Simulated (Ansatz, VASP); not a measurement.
**GeN in two plane-wave programs**

Aim: how closely do two programs agree when they are given the same cell, functional and k mesh? The cell is generated by rule, not measured, and may not be a known phase. The cell is taken from a series of runs on this material, whose earlier steps may have relaxed, scaled, displaced or heated it; both programs get it as it stands.

Method: plane waves, with VASP 6.6.1 beside it; PBE, in Ansatz 0.2.0.

## 1. The structure

The structure is cubic, space group Fm-3m (No. 225). Conventional cell: a = 4.511 Å, b = 4.511 Å, c = 4.511 Å, α = 90.00°, β = 90.00°, γ = 90.00°. Nearest to Ge lie 6 N at 2.26 Å. Nearest to N lie 6 Ge at 2.26 Å. Farther neighbours and most contacts between anions are not listed.

As a file:

```cif
data_structure
_symmetry_space_group_name_H-M 'P 1'
_symmetry_Int_Tables_number 1
_cell_length_a 3.1896
_cell_length_b 3.1896
_cell_length_c 3.1896
_cell_angle_alpha 60.000
_cell_angle_beta 60.000
_cell_angle_gamma 60.000
_cell_volume 22.95
loop_
_atom_site_label
_atom_site_type_symbol
_atom_site_fract_x
_atom_site_fract_y
_atom_site_fract_z
_atom_site_occupancy
Ge1 Ge 0.00000 0.00000 0.00000 1
N2 N 0.50000 0.50000 0.50000 1
```

## 2. VASP: single point, PBE, pair 1

With cell and atoms fixed, the geometry can't cause a difference; cores, projectors, grids and the points listed under the comparison can.

Lines of VASP's logs that name or quote its potential files are left out, and so is its time.

Contents of INCAR:

```
SYSTEM = GeN
PREC = Accurate
ENCUT = 600
EDIFF = 1E-06
NELM = 120
ISMEAR = 1
SIGMA = 0.15
LREAL = .FALSE.
ALGO = Normal
GGA = PE
NBANDS = 15
LORBIT = 11
LWAVE = .FALSE.
LCHARG = .FALSE.
ISIF = 2
LASPH = .TRUE.
GGA_COMPAT = .FALSE.
```

Contents of POSCAR:

```
GeN
1.0
    0.0000000000      2.2554021816      2.2554021816
    2.2554021816      0.0000000000      2.2554021816
    2.2554021816      2.2554021816      0.0000000000
Ge N
1 1
Direct
    0.0000000000      0.0000000000      0.0000000000
    0.5000000000      0.5000000000      0.5000000000
```

Contents of KPOINTS:

```
Automatic mesh
0
Gamma
16 16 16
0 0 0
```

PAW data sets: Ge_d and N (PBE family, release 64).

The run is started by

```
> mpirun -np 1 vasp_std
```

Numbers of over 12 decimals in the logs are rounded to 6 here.

What it wrote:

```text
[banner, memory and clock lines left out]
running    1 mpi-ranks, on    1 nodes
 distrk:  each k-point on    1 cores,    1 groups
 distr:  one band on    1 cores,    1 groups

 POSCAR found type information on POSCAR GeN
 POSCAR found :  2 types and       2 ions
 LDA part: xc-table for (Slater+PW92), standard interpolation
 POSCAR, INCAR and KPOINTS ok, starting setup
 FFT: planning ... GRIDC
 FFT: planning ... GRID_SOFT
 FFT: planning ... GRID
 WAVECAR not read
 entering main loop
       N       E                     dE             d eps       ncg     rms          rms(c)
DAV:   1     0.110670423240E+03    0.11067E+03   -0.10514E+04  4844   0.358E+03
DAV:   2    -0.159694008588E+01   -0.11227E+03   -0.10730E+03  4903   0.545E+02
DAV:   3    -0.125045980800E+02   -0.10908E+02   -0.10788E+02  4903   0.107E+02
DAV:   4    -0.126949326014E+02   -0.19033E+00   -0.19015E+00  5351   0.155E+01
DAV:   5    -0.126969619617E+02   -0.20294E-02   -0.20293E-02  5148   0.171E+00    0.624E+00
DAV:   6    -0.115652662905E+02    0.11317E+01   -0.50430E+00  5893   0.226E+01    0.255E+00
DAV:   7    -0.115398971555E+02    0.25369E-01   -0.27760E-01  5141   0.533E+00    0.133E+00
DAV:   8    -0.115373200689E+02    0.25771E-02   -0.43864E-02  5225   0.271E+00    0.469E-01
DAV:   9    -0.115351384780E+02    0.21816E-02   -0.75917E-03  6458   0.114E+00    0.130E-01
DAV:  10    -0.115352779009E+02   -0.13942E-03   -0.39072E-04  5771   0.221E-01    0.455E-02
DAV:  11    -0.115352695529E+02    0.83481E-05   -0.16458E-05  5895   0.899E-02    0.121E-02
DAV:  12    -0.115352702160E+02   -0.66317E-06   -0.48313E-06  5813   0.478E-02
   1 F= -.11535270E+02 E0= -.11535258E+02  d E =-.355447E-04
```

From OUTCAR (step 2):

```text
ion  position               nearest neighbor table
   1  0.000  0.000  0.000-   2 2.26   2 2.26   2 2.26   2 2.26   2 2.26   2 2.26
   2  0.500  0.500  0.500-   1 2.26   1 2.26   1 2.26   1 2.26   1 2.26   1 2.26

  LATTYP: Found a face centered cubic cell.
 ALAT       =     4.5108043632

 Subroutine GETGRP returns: Found 48 space group operations
 (whereof 48 operations were pure point group operations)

The static configuration has the point symmetry O_h .

 Found    145 irreducible k-points:

   k-points           NKPTS =    145   k-points in BZ     NKDIM =    145   number of bands    NBANDS=     15

   dimension x,y,z NGX =    28 NGY =   28 NGZ =   28
   dimension x,y,z NGXF=    56 NGYF=   56 NGZF=   56

   ENCUT  =  600.0 eV  44.10 Ry    6.64 a.u.   6.37  6.37  6.37*2*pi/ulx,y,z

   NELECT =      19.0000    total number of electrons

 k-points in reciprocal lattice and weights: Automatic mesh
   0.00000000  0.00000000  0.00000000       0.000
   0.06250000  0.00000000  0.00000000       0.002
   0.12500000  0.00000000  0.00000000       0.002
   0.18750000  0.00000000  0.00000000       0.002
   0.25000000  0.00000000  0.00000000       0.002
   0.31250000  0.00000000  0.00000000       0.002
   0.37500000  0.00000000  0.00000000       0.002
   0.43750000  0.00000000  0.00000000       0.002
   0.50000000  0.00000000  0.00000000       0.001
[...]
-0.31250000  0.50000000  0.18750000       0.003
  -0.25000000  0.50000000  0.25000000       0.001

 average (electrostatic) potential at core
       1 -71.7300       2 -61.3262

 E-fermi :   8.4305

 k-point     1 :       0.0000    0.0000    0.0000
  band No.  band energies     occupation
    ...
      6      -9.8107      2.00000
      7       4.8552      2.00000
      8       5.7319      2.00000
      9       5.7319      2.00000
     10       5.7319      2.00000
     11      16.9524      0.00000
     12      16.9524      0.00000
     13      16.9524      0.00000
     14      18.8829      0.00000
     15      18.8829      0.00000

 k-point     2 :       0.0625    0.0000    0.0000
  band No.  band energies     occupation
    ...
      6      -9.7443      2.00000
      7       4.1276      2.00000
      8       5.7307      2.00000
      9       5.7307      2.00000
     10       6.3728      2.00000
     11      16.3331      0.00000
     12      16.5939      0.00000
     13      16.5939      0.00000
     14      18.8134      0.00000
     15      19.1149      0.00000

 k-point     3 :       0.1250    0.0000    0.0000
  band No.  band energies     occupation
    ...
      6      -9.5469      2.00000
      7       3.0285      2.00000
      8       5.7288      2.00000
      9       5.7288      2.00000
     10       7.2091      2.00000
     11      15.1568      0.00000
     12      15.8059      0.00000
     13      15.8059      0.00000
     14      18.6917      0.00000
     15      19.6528      0.00000

  Total       -0.3482671     -0.3482671     -0.3482671     -0.0000000     -0.0000000      0.0000000
  in kB      -24.3176204    -24.3176204    -24.3176204     -0.0000000     -0.0000000      0.0000000
  external PRESSURE =     -24.3176204 kB  Pullay stress =       0.0000000 kB

  energy-cutoff  :      600.00
  volume of cell :       22.95
      direct lattice vectors                 reciprocal lattice vectors
     0.000000000  2.255402182  2.255402182    -0.221689951  0.221689951  0.221689951
     2.255402182  0.000000000  2.255402182     0.221689951 -0.221689951  0.221689951
     2.255402182  2.255402182  0.000000000     0.221689951  0.221689951 -0.221689951

 POSITION                                       TOTAL-FORCE (eV/Angst)
 -----------------------------------------------------------------------------------
      0.00000      0.00000      0.00000         0.000000      0.000000      0.000000
      2.25540      2.25540      2.25540        -0.000000     -0.000000     -0.000000
 -----------------------------------------------------------------------------------
    total drift:                                0.000000      0.000000      0.000000

  FREE ENERGIE OF THE ION-ELECTRON SYSTEM (eV)
  ---------------------------------------------------
  free  energy   TOTEN  =       -11.5352702160 eV

  energy  without entropy=      -11.5352346713  energy(sigma->0) =      -11.53525837

 total charge
# of ion       s       p       d       tot
------------------------------------------
    1        1.229   0.819  10.120  12.168
    2        1.285   2.286   0.000   3.572
--------------------------------------------------
tot          2.514   3.105  10.120  15.740

[... 3 further parts left out ...]
```

The run ends at a pressure of -2.43 GPa.

## 3. Ansatz: single point, PBE, pair 1

Ansatz runs on its default PAW (the set named soft_2) files.

The same cell, functional, mesh and smearing now go to Ansatz, which takes its cutoff from its data sets.

Contents of input.yaml:

```yaml
crystal:
  lattice:
    - [0.0, 2.2554021816, 2.2554021816]
    - [2.2554021816, 0.0, 2.2554021816]
    - [2.2554021816, 2.2554021816, 0.0]
  atoms:
    - { symbol: Ge, position: [0.0, 0.0, 0.0] }
    - { symbol: "N", position: [0.5, 0.5, 0.5] }
kpoints:
  mp_grid: { grid: [16, 16, 16] }
hamiltonian:
  xc: pbe
scf:
  occupations: { method: methfessel_paxton, width: 0.15 }
output:
  forces: true
  stress: true
  eigenvalues: true
```

The run is started by

```
> ansatz run input.yaml --threads 4 --pin off --max-ram 8192MiB --backend cpu --events-out ev --progress --plain --runs-dir out
```

What it wrote:

```text
Engine: ansatz 0.2.0, aarch64-unknown-linux-gnu
Pseudopotentials: kind: paw
Pseudopotential: Ge, paw, valence charge 14, recommended cutoff 420 eV (normal), Ge.paw.azcp
Pseudopotential: N, paw, valence charge 5, recommended cutoff 420 eV (normal), N.paw.azcp
Functional definition: PBE
  parameter kappa = 0.804
  parameter beta = 0.066725
  exchange = pbe_x(kappa = kappa, mu = beta*pi^2/3)
  correlation = pbe_c(beta = beta)
Crystal: 2 atoms, lattice volume = 22.946 Å³
Basis set: ecut = 420 eV, 459 PW (Γ), exchange–correlation on 48×48×48 points (8 copies of the dense FFT grid, shifted against one another)
Bands: 14, of which v1, the nominal top of the filled ones, is band 10 counted from 1 (9 counted from 0)
Symmetry: 48 space group operations
Space group: Fm-3m (ITA 225), of the structure as read, at distance tolerance 2.8e-5 Å
k-points: 145 of 4096
Non-local potential: Ge, projectors of the file, l = 0: 2, l = 1: 2, l = 2: 3, l = 3: 1
Non-local potential: N, projectors of the file, l = 0: 2, l = 1: 2, l = 2: 1
PAW form: soft (Blöchl's): semilocal exchange-correlation on the pseudo side does not see the compensation charge
PAW one-centre angular grid: Ge, 590 points (default); XC on 64 Gauss nodes
PAW one-centre angular grid: N, 110 points (default); XC on 64 Gauss nodes
Initial density: superposition of atomic densities (neutral atoms: chi_scale 0, normalization atom), corrected by the library's trained network
Initial wavefunctions: pseudopotential atomic-orbital guess
Functional: x = pbe(κ = 0.804, μ = 0.219515), c = pbe(β = 0.066725)
SCF iter   1: F=—  HF=-4677.623578 eV  |F-HF|=—  |Δ(HF+E_count)|=         —  Δρ=3.56e-3  dr2=3.16e-3  ethr=1.77e-3  ⟨swp⟩=5.0  Hψ=9433  notcnv=0
preconditioner: auto → none  [metal: Δε(μ)=0.038 eV  Ē_g=22.943 eV  σ=0.150 eV  W_gap=0.21  n_scr=8 (ndim 8)  ℏωp=33.8 eV  f_vac=0.000  D(μ)=0.69/eV (n_scr^D=0)  sad-step TF]
SCF iter   2: F=—  HF=-4677.623133 eV  |F-HF|=—  |Δ(HF+E_count)|=   4.45e-4  S|Δr|=    0.00e0  Δρ=2.64e-3  dr2=1.71e-3  ethr=1.67e-5  ⟨swp⟩=1.8  Hψ=4084  notcnv=0
SCF iter   3: F=—  HF=-4677.622914 eV  |F-HF|=—  |Δ(HF+E_count)|=   2.19e-4  S|Δr|=    0.00e0  Δρ=9.30e-4  dr2=1.50e-4  ethr=9.02e-6  ⟨swp⟩=2.1  Hψ=3129  notcnv=0
SCF iter   4: F=—  HF=-4677.622769 eV  |F-HF|=—  |Δ(HF+E_count)|=   1.45e-4  S|Δr|=    0.00e0  Δρ=3.57e-4  dr2=1.01e-5  ethr=7.92e-7  ⟨swp⟩=2.1  Hψ=3283  notcnv=0
SCF iter   5: F=—  HF=-4677.622768 eV  |F-HF|=—  |Δ(HF+E_count)|=   3.45e-7  S|Δr|=    0.00e0  Δρ=1.27e-4  dr2=1.68e-6  ethr=5.32e-8  ⟨swp⟩=2.0  Hψ=3379  notcnv=0
SCF iter   6: F=—  HF=-4677.622767 eV  |F-HF|=—  |Δ(HF+E_count)|=   1.91e-6  S|Δr|=    0.00e0  Δρ=4.27e-5  dr2=1.87e-7  ethr=8.82e-9  ⟨swp⟩=2.0  Hψ=2742  notcnv=0
SCF iter   7: F=-4677.622766 eV  HF=-4677.622766 eV  |F-HF|=1.17e-8  |Δ(HF+E_count)|=   2.05e-7  S|Δr|=    0.00e0  Δρ=6.82e-6  dr2=4.25e-9  ethr=5.26e-10  ⟨swp⟩=4.9  Hψ=7456  notcnv=0
SCF 1 converged in 7 iterations: F = -4677.622766 eV  dr2 = 4.25e-9
  greatest PAW one-centre occupation: 0.999 electrons in one spin orbital (limit 2), on the Ge atom at site 0 (counted from 0), in its partial waves of l = 2
SCF converged after 7 iterations
Stability not checked: this state was not tested for a lower state beside it, because cold or Methfessel-Paxton smearing, or corrected tetrahedra, fill the levels in a way that the test cannot read (fill_not_monotonic; see scf.lower_state_search)
Free energy (F): -4677.622766 eV
Harris-Foulkes:  -4677.622766 eV  (|F-HF|=1.17e-8)
Internal energy: -4677.622744 eV  (E = F + TS)
E sigma→0 (E₀):  -4677.622761 eV
Entropy (-TS):   -0.000023 eV (-0.011 meV/atom)
Fermi energy:    12.922389 eV
--- Per-component energies (eV) ---
  E_band       = -77.118691
  E_kinetic    = 237.770085
  E_local      = -2165.254063  (includes V_loc(G=0)·N_el)
  E_nonlocal   = 462.480980
  E_hartree    = 927.219033
  E_xc         = -135.236431
  E_vxc        = -140.406973  (∫ρ·V_xc dr)
  E_paw        = -2143.808732  (= ΣΔE_a)
  E_vpaw       = -326.150258  (= ΣTr[D̂ρ^β])
  E_aug_tail   = 0.000148  (compensation charges beyond the density's cutoff)
  E_ewald      = -1860.793763
  E_smearing   = -0.000023  (= −TS)
  E_closure    = -0.000000  (closes the sum)
  Σ components = -4677.622766   (vs F -4677.622766, Δ=0.00e0)
--- Forces (eV/Å), atoms counted from 1 ---
  atom   1  Ge    -0.00000000    -0.00000000     0.00000000
  atom   2  N      0.00000000    -0.00000000     0.00000000
  max |Σ_I F_I| component: 2.40e-30 eV/Å
--- Stress (GPa, compression-positive) ---
       -2.296601       0.000000      -0.000000
        0.000000      -2.296601      -0.000000
       -0.000000       0.000000      -2.296601
  P = ⅓ Tr σ = -2.2966 GPa (-22.966 kbar)
--- Band table (eV; the first three rows and the last of 145) ---
  k-point 0: bands = [... 6 lower, 9.3435, 10.2215, 10.2215, 10.2215, 21.4441, 21.4441, 21.4441, 23.3339]
  k-point 1: bands = [... 6 lower, 8.6166, 10.2205, 10.2205, 10.8627, 20.8230, 21.0850, 21.0850, 23.2748]
  k-point 2: bands = [... 6 lower, 7.5179, 10.2189, 10.2189, 11.6984, 19.6468, 20.2971, 20.2971, 23.1589]
  k-point 144: bands = [... 6 lower, 4.7366, 5.8702, 5.8702, 13.0793, 17.0631, 19.2727, 19.2727, 25.5944]
```

Reading the cycles: dr2 is the Hartree energy of the density residual (eV), the measure of convergence; HF is the Harris–Foulkes estimate of the energy, which meets the free energy F at convergence.

The run ends at a pressure of -2.30 GPa.

## 4. Comparison

Known differences besides the potentials themselves: the cutoff is 420 eV in Ansatz and 600 eV in VASP. Total energies have different zeros and are not compared.

Both answers:

```
      quantity  Ansatz   VASP  difference
pressure (GPa)   -2.30  -2.43       +0.14
```

## 5. VASP: single point, PBE, pair 2

With cell and atoms fixed, the geometry can't cause a difference; cores, projectors, grids and the points listed under the comparison can. The cell compared in this pair holds 22.27 Å³, against 22.95 Å³ for the pair before.

INCAR is that of step 2.

Contents of POSCAR:

```
GeN
1.0
    0.0000000000      2.2329588800      2.2329588800
    2.2329588800      0.0000000000      2.2329588800
    2.2329588800      2.2329588800      0.0000000000
Ge N
1 1
Direct
    0.0000000000      0.0000000000      0.0000000000
    0.5000000000      0.5000000000      0.5000000000
```

KPOINTS is that of step 2.

The run is started by

```
> mpirun -np 1 vasp_std
```

What it wrote:

```text
[... set-up lines as in an earlier step ...]
 entering main loop
       N       E                     dE             d eps       ncg     rms          rms(c)
DAV:   1     0.112851787137E+03    0.11285E+03   -0.10441E+04  4868   0.361E+03
DAV:   2    -0.153882377226E+01   -0.11439E+03   -0.10904E+03  4980   0.547E+02
DAV:   3    -0.125120054578E+02   -0.10973E+02   -0.10860E+02  4812   0.109E+02
DAV:   4    -0.127038827713E+02   -0.19188E+00   -0.19150E+00  5386   0.158E+01
[...]
DAV:  10    -0.115339659915E+02   -0.12510E-03   -0.36892E-04  5729   0.234E-01    0.408E-02
DAV:  11    -0.115339589599E+02    0.70316E-05   -0.19375E-05  5725   0.103E-01    0.980E-03
DAV:  12    -0.115339598989E+02   -0.93895E-06   -0.45946E-06  5757   0.476E-02
   1 F= -.11533960E+02 E0= -.11533890E+02  d E =-.211097E-03
```

OUTCAR, selected parts (step 5):

```text
  Total        0.3275165      0.3275165      0.3275165      0.0000000      0.0000000      0.0000000
  in kB       23.5652286     23.5652286     23.5652286      0.0000000      0.0000000      0.0000000
  external PRESSURE =      23.5652286 kB  Pullay stress =       0.0000000 kB

 POSITION                                       TOTAL-FORCE (eV/Angst)
 -----------------------------------------------------------------------------------
      0.00000      0.00000      0.00000        -0.000000     -0.000000      0.000000
      2.23296      2.23296      2.23296         0.000000      0.000000     -0.000000
 -----------------------------------------------------------------------------------
    total drift:                                0.000000      0.000000      0.000000

  FREE ENERGIE OF THE ION-ELECTRON SYSTEM (eV)
  ---------------------------------------------------
  free  energy   TOTEN  =       -11.5339598989 eV

  energy  without entropy=      -11.5337488020  energy(sigma->0) =      -11.53388953

[... 1 part as in an earlier step ...]

[... 2 further parts left out ...]
[key lines of the parts left out:]
E-fermi :   8.9261
```

The run ends at a pressure of 2.36 GPa.

[end of part 1 of 2]

[Lines on the potential files, build, host, timing and source positions are cut from VASP's logs without a mark.]

[Logs are printed without paths, hosts, clocks, repeated set-up lines and the standing remarks that a program may print on its own settings, such as how far it seeks lower states.]

[Hosts, paths, dates, database ids (printed as entryN), source tags and the programs' standing remarks are cut or masked in the printed files.]
